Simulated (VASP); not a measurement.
# Al(111) over its thickness, part 2 of 7

How many layers does a slab of Al(111) need before surface energy, work function and relaxation settle?

VASP 6.6.1; PBE; plane waves and PAW (Al).

So far. Step 3 (The bulk reference, job self-consistent run, k-mesh …): The run ends at a pressure of -0.06 GPa.

## (4) Relaxing the slab, layers 4

System of this step: Al(111). The cell holds 4 atoms: 4 Al. Its edges and angles: a = 2.856 Å, b = 2.856 Å, c = 21.997 Å, α = 90.0°, β = 90.0°, γ = 60.0°. It derives from Al. 4 layers of fcc Al, cut at this functional's lattice. Vacuum lies along c.

All atoms relax at the fixed cell.

INCAR reads:

```
SYSTEM = Al
PREC = Normal
ENCUT = 320
EDIFF = 1E-06
NELM = 120
ISMEAR = 1
SIGMA = 0.15
LREAL = .FALSE.
ALGO = Fast
GGA = PE
NBANDS = 12
LORBIT = 11
LWAVE = .FALSE.
LCHARG = .FALSE.
KPAR = 4
IBRION = 2
NSW = 50
ISIF = 2
EDIFFG = -0.01
POTIM = 0.4
MAXMIX = 40
```

POSCAR reads:

```
Al
1.0
    2.8564818028      0.0000000000      0.0000000000
    1.4282409014      2.4737858067      0.0000000000
    0.0000000000      0.0000000000     21.9969228764
Al
4
Direct
    0.0000000000      0.0000000000      0.3409567800
    0.3333333300      0.3333333300      0.4469855900
    0.6666666700      0.6666666700      0.5530144100
    0.0000000000      0.0000000000      0.6590432200
```

KPOINTS reads:

```
Automatic mesh
0
Gamma
15 15 1
0 0 0
```

PAW data sets: Al (PBE family, release 64).

Launch:

```bash
$ mpirun -np 4 vasp_std
```

What it wrote:

```text
[banner, memory and clock lines left out]
running    4 mpi-ranks, on    1 nodes
 distrk:  each k-point on    1 cores,    4 groups
 distr:  one band on    1 cores,    1 groups

 POSCAR found type information on POSCAR Al
 POSCAR found :  1 types and       4 ions
 LDA part: xc-table for (Slater+PW92), standard interpolation
 POSCAR, INCAR and KPOINTS ok, starting setup
 FFT: planning ... GRIDC
 FFT: planning ... GRID_SOFT
 FFT: planning ... GRID
 WAVECAR not read
 entering main loop
       N       E                     dE             d eps       ncg     rms          rms(c)
DAV:   1     0.180227525180E+02    0.18023E+02   -0.30706E+03   648   0.489E+02
DAV:   2    -0.135747301574E+02   -0.31597E+02   -0.29728E+02   924   0.931E+01
DAV:   3    -0.147996668318E+02   -0.12249E+01   -0.11795E+01   860   0.178E+01
DAV:   4    -0.148365162897E+02   -0.36849E-01   -0.36807E-01   952   0.378E+00
DAV:   5    -0.148382578562E+02   -0.17416E-02   -0.17414E-02   940   0.746E-01    0.297E+00
RMM:   6    -0.143360702905E+02    0.50219E+00   -0.63603E-01   674   0.172E+00    0.164E+00
RMM:   7    -0.142581493749E+02    0.77921E-01   -0.10688E-01   674   0.124E+00    0.914E-01
RMM:   8    -0.142247612316E+02    0.33388E-01   -0.58945E-02   676   0.969E-01    0.227E-01
RMM:   9    -0.142227126570E+02    0.20486E-02   -0.85120E-03   690   0.476E-01    0.111E-01
RMM:  10    -0.142222398248E+02    0.47283E-03   -0.24328E-03   689   0.284E-01    0.383E-02
RMM:  11    -0.142223312930E+02   -0.91468E-04   -0.13476E-03   720   0.171E-01    0.271E-02
RMM:  12    -0.142224953177E+02   -0.16402E-03   -0.34170E-04   682   0.959E-02    0.156E-02
RMM:  13    -0.142226152460E+02   -0.11993E-03   -0.10863E-04   688   0.592E-02    0.924E-03
RMM:  14    -0.142226560560E+02   -0.40810E-04   -0.42885E-05   676   0.348E-02    0.552E-03
RMM:  15    -0.142227016238E+02   -0.45568E-04   -0.15557E-05   629   0.207E-02    0.495E-03
RMM:  16    -0.142228026493E+02   -0.10103E-03   -0.11616E-05   593   0.145E-02    0.189E-03
RMM:  17    -0.142228682144E+02   -0.65565E-04   -0.73178E-06   567   0.110E-02    0.111E-03
RMM:  18    -0.142228902468E+02   -0.22032E-04   -0.17825E-06   501   0.681E-03    0.102E-03
RMM:  19    -0.142228947621E+02   -0.45152E-05   -0.57911E-07   477   0.466E-03    0.129E-03
RMM:  20    -0.142228952012E+02   -0.43909E-06   -0.15653E-07   434   0.308E-03
   1 F= -.14222895E+02 E0= -.14222595E+02  d E =-.142229E+02
 curvature:   0.00 expect dE= 0.000E+00 dE for cont linesearch  0.000E+00
 trial: gam= 0.00000 g(F)=  0.602E-03 g(S)=  0.000E+00 ort = 0.000E+00 (trialstep = 0.100E+01)
 search vector abs. value=  0.602E-03
 bond charge predicted
       N       E                     dE             d eps       ncg     rms          rms(c)
DAV:   1    -0.142233895245E+02   -0.49476E-03   -0.45933E-03   848   0.369E-01    0.189E-02
RMM:   2    -0.142233605953E+02    0.28929E-04   -0.20230E-04   669   0.935E-02    0.964E-03
RMM:   3    -0.142233796189E+02   -0.19024E-04   -0.41427E-05   696   0.389E-02    0.139E-02
RMM:   4    -0.142233806084E+02   -0.98950E-06   -0.85000E-06   664   0.190E-02
   2 F= -.14223381E+02 E0= -.14223093E+02  d E =-.485407E-03
 trial-energy change:   -0.000485  1 .order   -0.000484   -0.000602   -0.000366
 step:   2.5431(harm=  2.5431)  dis= 0.00765  next Energy=   -14.223661 (dE=-0.766E-03)
 bond charge predicted
       N       E                     dE             d eps       ncg     rms          rms(c)
DAV:   1    -0.142236924897E+02   -0.31287E-03   -0.10789E-02   752   0.568E-01    0.256E-02
RMM:   2    -0.142236645795E+02    0.27910E-04   -0.51867E-04   674   0.147E-01    0.112E-02
RMM:   3    -0.142236658888E+02   -0.13093E-05   -0.62038E-05   729   0.535E-02    0.134E-02
RMM:   4    -0.142236712498E+02   -0.53610E-05   -0.13607E-05   702   0.256E-02    0.874E-03
RMM:   5    -0.142236713981E+02   -0.14833E-06   -0.13544E-06   483   0.978E-03
   3 F= -.14223671E+02 E0= -.14223382E+02  d E =-.776197E-03
 curvature:  -1.27 expect dE=-0.205E-05 dE for cont linesearch -0.136E-06
 trial: gam=-0.01065 g(F)=  0.161E-05 g(S)=  0.000E+00 ort = 0.803E-05 (trialstep = 0.131E+01)
 search vector abs. value=  0.151E-05
 reached required accuracy - stopping structural energy minimisation
```

The job ended after 3.8 s (4 MPI ranks of Intel Xeon 6975P-C (Granite Rapids), shared host; peak memory 0.55 GiB; 11 s of CPU time).

From OUTCAR (step 4):

```text
  LATTYP: Found a hexagonal cell.
 ALAT       =     2.8564818028
 C/A-ratio  =     7.7007047112

 Subroutine GETGRP returns: Found 12 space group operations
 (whereof 12 operations were pure point group operations)

The static configuration has the point symmetry D_3d.

 Found     27 irreducible k-points:

   k-points           NKPTS =     27   k-points in BZ     NKDIM =     27   number of bands    NBANDS=     12

   dimension x,y,z NGX =    12 NGY =   12 NGZ =   96
   dimension x,y,z NGXF=    24 NGYF=   24 NGZF=  192

   ENCUT  =  320.0 eV  23.52 Ry    4.85 a.u.   4.17  4.17 32.08*2*pi/ulx,y,z

   NELECT =      12.0000    total number of electrons

 E-fermi :   1.1507

 k-point     1 :       0.0000    0.0000    0.0000
  band No.  band energies     occupation
    ...
      2      -8.6021      2.00000
      3      -6.9891      2.00000
      4      -4.7597      2.00000
      5      -2.2831      2.00000
      6       0.6126      2.00000
      7       3.1965     -0.00000
      8       4.7191      0.00000
      9       5.1037      0.00000
     10       6.6761      0.00000
     11       6.7976      0.00000
    ...

 k-point     2 :       0.0667    0.0000    0.0000
  band No.  band energies     occupation
    ...
      2      -8.4954      2.00000
      3      -6.8832      2.00000
      4      -4.6540      2.00000
      5      -2.1823      2.00000
      6       0.7130      2.00029
      7       3.2966     -0.00000
      8       4.8237      0.00000
      9       5.2100      0.00000
     10       6.7784      0.00000
     11       6.8950      0.00000
    ...

  Total       -1.1287860     -1.1287860     -0.0109355      0.0000000      0.0000000      0.0000000
  in kB      -11.6350087    -11.6350087     -0.1127177      0.0000000      0.0000000      0.0000000
  external PRESSURE =      -7.7942450 kB  Pullay stress =       0.0000000 kB

  energy-cutoff  :      320.00
  volume of cell :      155.44
      direct lattice vectors                 reciprocal lattice vectors
     2.856481803  0.000000000  0.000000000     0.350080998 -0.202119358  0.000000000
     1.428240901  2.473785807  0.000000000     0.000000000  0.404238717  0.000000000
     0.000000000  0.000000000 21.996922876     0.000000000  0.000000000  0.045460904

 POSITION                                       TOTAL-FORCE (eV/Angst)
 -----------------------------------------------------------------------------------
      0.00000      0.00000      7.49592        -0.000000      0.000000     -0.004450
      1.42824      0.82460      9.83996         0.000000      0.000000     -0.001039
      2.85648      1.64919     12.15696        -0.000000     -0.000000      0.001039
      0.00000      0.00000     14.50100         0.000000     -0.000000      0.004450
 -----------------------------------------------------------------------------------
    total drift:                                0.000000     -0.000000     -0.000000

  FREE ENERGIE OF THE ION-ELECTRON SYSTEM (eV)
  ---------------------------------------------------
  free  energy   TOTEN  =       -14.2236713981 eV

  energy  without entropy=      -14.2228025026  energy(sigma->0) =      -14.22338177

 total charge
# of ion       s       p       d       tot
------------------------------------------
    1        0.453   0.309   0.000   0.761
    2        0.432   0.342   0.000   0.774
    3        0.432   0.342   0.000   0.774
    4        0.453   0.309   0.000   0.761
--------------------------------------------------
tot          1.769   1.301   0.000   3.071

[... 1 part as in an earlier step ...]

[... 7 further parts left out ...]
```

CONTCAR:

```
Al
   1.00000000000000
     2.8564818027999999    0.0000000000000000    0.0000000000000000
     1.4282409013999999    2.4737858067000000    0.0000000000000000
     0.0000000000000000    0.0000000000000000   21.9969228763999993
  Al
     4
Direct
     0.0000000000000000    0.0000000000000000    0.3407713153914231
     0.3333333300000021    0.3333333300000021    0.4473334229433604
     0.6666666699999979    0.6666666699999979    0.5526665770566396
     0.0000000000000000    0.0000000000000000    0.6592286846085769
```

The run keeps the 12 symmetry operations of its start, so it cannot find a distortion of lower symmetry.

Step by step:

| step | energy less that of the first step (eV) | largest force (eV/Å) |
| --- | --- | --- |
| 1 | 0.0000 | 0.0780 |
| 2 | -0.0005 | 0.0466 |
| 3 | -0.0008 | 0.0045 |

The relaxed structure:

```xyz
4
Lattice="2.8565 0.0000 0.0000 1.4282 2.4738 0.0000 0.0000 0.0000 21.9969" Properties=species:S:1:pos:R:3
Al    0.0000    0.0000    7.4959
Al    1.4282    0.8246    9.8400
Al    2.8565    1.6492   12.1570
Al    0.0000    0.0000   14.5010
```

This step gave:

```yaml
electronic_cycles: 29
electrons: 12
free_energy_toten: -14.22 eV
energy_at_zero_smearing: -14.22 eV
fermi_energy: 1.151 eV
```

The run ended after 3 ionic steps, 0.001 eV below its first step, once the forces on the free atoms met EDIFFG = -0.01.

## (5) The vacuum level, layers 4

A static run writes the electrostatic potential without exchange and correlation (LVHAR), which is flat in the vacuum and gives the level to count from. The dipole correction cancels the field that unlike faces would set up across the vacuum.

INCAR, as its differences from that of step 4:

```diff
@@ -15,7 +15,6 @@
 KPAR = 4
-IBRION = 2
-NSW = 50
-ISIF = 2
-EDIFFG = -0.01
-POTIM = 0.4
-MAXMIX = 40
+IDIPOL = 3
+LDIPOL = .TRUE.
+DIPOL = 0.5 0.5 0.5
+LVHAR = .TRUE.
+LVACPOTAV = .TRUE.
```

POSCAR reads:

```
Al
1.0
    2.8564818028      0.0000000000      0.0000000000
    1.4282409014      2.4737858067      0.0000000000
    0.0000000000      0.0000000000     21.9969228764
Al
4
Direct
    0.0000000000      0.0000000000      0.3407713154
    0.3333333300      0.3333333300      0.4473334229
    0.6666666700      0.6666666700      0.5526665771
    0.0000000000      0.0000000000      0.6592286846
```

KPOINTS is that of step 4.

Launch:

```bash
$ mpirun -np 4 vasp_std
```

What it wrote:

```text
[... set-up lines as in an earlier step ...]
 entering main loop
       N       E                     dE             d eps       ncg     rms          rms(c)
DAV:   1     0.180084492983E+02    0.18008E+02   -0.30703E+03   648   0.489E+02
DAV:   2    -0.135783420253E+02   -0.31587E+02   -0.29711E+02   924   0.931E+01
DAV:   3    -0.148005097507E+02   -0.12222E+01   -0.11784E+01   856   0.178E+01
DAV:   4    -0.148372555371E+02   -0.36746E-01   -0.36703E-01   952   0.378E+00
DAV:   5    -0.148389931200E+02   -0.17376E-02   -0.17374E-02   936   0.745E-01    0.296E+00
RMM:   6    -0.143385765324E+02    0.50042E+00   -0.63826E-01   725   0.170E+00    0.164E+00
RMM:   7    -0.142597022386E+02    0.78874E-01   -0.10634E-01   726   0.123E+00    0.921E-01
RMM:   8    -0.142254505847E+02    0.34252E-01   -0.60504E-02   805   0.979E-01    0.225E-01
RMM:   9    -0.142234806566E+02    0.19699E-02   -0.85251E-03   864   0.479E-01    0.108E-01
RMM:  10    -0.142230199549E+02    0.46070E-03   -0.24377E-03   848   0.284E-01    0.394E-02
RMM:  11    -0.142231074297E+02   -0.87475E-04   -0.13415E-03   886   0.173E-01    0.257E-02
RMM:  12    -0.142232785247E+02   -0.17110E-03   -0.33609E-04   873   0.967E-02    0.146E-02
RMM:  13    -0.142233978583E+02   -0.11933E-03   -0.10148E-04   875   0.580E-02    0.954E-03
RMM:  14    -0.142234321813E+02   -0.34323E-04   -0.40682E-05   824   0.340E-02    0.561E-03
RMM:  15    -0.142234799519E+02   -0.47771E-04   -0.15031E-05   817   0.206E-02    0.480E-03
RMM:  16    -0.142235823456E+02   -0.10239E-03   -0.11877E-05   773   0.150E-02    0.195E-03
RMM:  17    -0.142236444115E+02   -0.62066E-04   -0.65838E-06   766   0.111E-02    0.111E-03
RMM:  18    -0.142236663006E+02   -0.21889E-04   -0.17685E-06   673   0.689E-03    0.976E-04
RMM:  19    -0.142236706016E+02   -0.43010E-05   -0.50026E-07   603   0.460E-03    0.135E-03
RMM:  20    -0.142236713664E+02   -0.76472E-06   -0.14594E-07   520   0.309E-03
 -----------------------------------------------------------------------------
|                                                                             |
|           W    W    AA    RRRRR   N    N  II  N    N   GGGG   !!!           |
|           W    W   A  A   R    R  NN   N  II  NN   N  G    G  !!!           |
|           W    W  A    A  R    R  N N  N  II  N N  N  G       !!!           |
|           W WW W  AAAAAA  RRRRR   N  N N  II  N  N N  G  GGG   !            |
|           WW  WW  A    A  R   R   N   NN  II  N   NN  G    G                |
|           W    W  A    A  R    R  N    N  II  N    N   GGGG   !!!           |
|                                                                             |
|     Did not find any points to average over, which means that no vacuum     |
|     field-free region was found. Please increase the size of  your cell     |
|     in the dimension of the dipole correction to obtain accurate            |
|     workfunction values.                                                    |
|                                                                             |
 -----------------------------------------------------------------------------

   1 F= -.14223671E+02 E0= -.14223382E+02  d E =-.869269E-03
```

Run time: 2.8 s. Hardware: 4 MPI ranks; peak memory 0.52 GiB; 8.3 s of CPU time.

Parts of OUTCAR (step 5):

```text
   NELECT =      12.0000    total number of electrons

 dipolmoment           0.000000      0.000000      0.000000 electrons x Angstroem

 E-fermi :   1.1509

 k-point     1 :       0.0000    0.0000    0.0000
  band No.  band energies     occupation
    ...
      2      -8.6021      2.00000
      3      -6.9889      2.00000
      4      -4.7596      2.00000
      5      -2.2829      2.00000
      6       0.6128      2.00000
      7       3.1968     -0.00000
      8       4.7206      0.00000
      9       5.0994      0.00000
     10       6.6672      0.00000
     11       6.8004      0.00000
    ...

  Total       -1.1288364     -1.1288364     -0.0102521     -0.0000000     -0.0000000      0.0000000
  in kB      -11.6355281    -11.6355281     -0.1056745     -0.0000000     -0.0000000      0.0000000
  external PRESSURE =      -7.7922435 kB  Pullay stress =       0.0000000 kB

 POSITION                                       TOTAL-FORCE (eV/Angst)
 -----------------------------------------------------------------------------------
      0.00000      0.00000      7.49592         0.000000      0.000000     -0.004399
      1.42824      0.82460      9.83996         0.000000      0.000000     -0.000932
      2.85648      1.64919     12.15696        -0.000000      0.000000      0.000932
      0.00000      0.00000     14.50100         0.000000     -0.000000      0.004399
 -----------------------------------------------------------------------------------
    total drift:                                0.000000     -0.000000      0.000000

  FREE ENERGIE OF THE ION-ELECTRON SYSTEM (eV)
  ---------------------------------------------------
  free  energy   TOTEN  =       -14.2236713664 eV

  energy  without entropy=      -14.2228020973  energy(sigma->0) =      -14.22338161

 vacuum level on the upper side and lower side of the slab         5.181         5.181

[... 8 parts as in an earlier step ...]

[... 9 further parts left out ...]
```

This step gave:

* electronic cycles: 20
* dipole moment: 0, 0, 0 e·Å
* vacuum levels: 5.181, 5.181 eV
* work functions of the upper and lower face: 4.030, 4.030 eV

The planar average of the electrostatic potential oscillates, so the rows of the table below give means over windows of 1 Å about each position, cut where the curve ends. Its maxima inside the range that stand out by 2 % of the span (Å: eV): 8.7: -0.501, 11.0: -0.616, 13.3: -0.501. Its minima: 7.4: -17.9, 9.9: -18.2, 12.1: -18.2, 14.6: -17.9.

Zero at the Fermi level. Table of planar average of the electrostatic potential by height; means over each step:

| height (Å) | planar average of the electrostatic potential (eV) |
| --- | --- |
| 0 | 4.03 |
| 1 | 4.03 |
| 2 | 4.03 |
| 3 | 4.03 |
| 4 | 4.02 |
| 5 | 3.89 |
| 6 | 2.41 |
| 7 | -9.07 |
| 8 | -9.13 |
| 9 | -3.93 |
| 10 | -13.9 |
| 11 | -2.08 |
| 12 | -13.9 |
| 13 | -3.89 |
| 14 | -9.18 |
| 15 | -9.02 |
| 16 | 2.43 |
| 17 | 3.89 |
| 18 | 4.02 |
| 19 | 4.03 |
| 20 | 4.03 |
| 21 | 4.03 |

The vacuum level lies 4.03 eV above the Fermi level at the upper face; both faces agree, as the slab has next to no dipole.

The program found no field-free point at its default tolerance, but its printed level agrees with the flat part of the planar average.

(Part 2 of 7 ends here.)

[Lines on the potential files, build, host, timing and source positions are cut from VASP's logs without a mark.]

[Logs are printed without paths, hosts, clocks, repeated set-up lines and the standing remarks that a program may print on its own settings, such as how far it seeks lower states.]

[Hosts, paths, dates, database ids (printed as entryN), source tags and the programs' standing remarks are cut or masked in the printed files.]

[Runs that stopped without an error message from VASP are left out.]
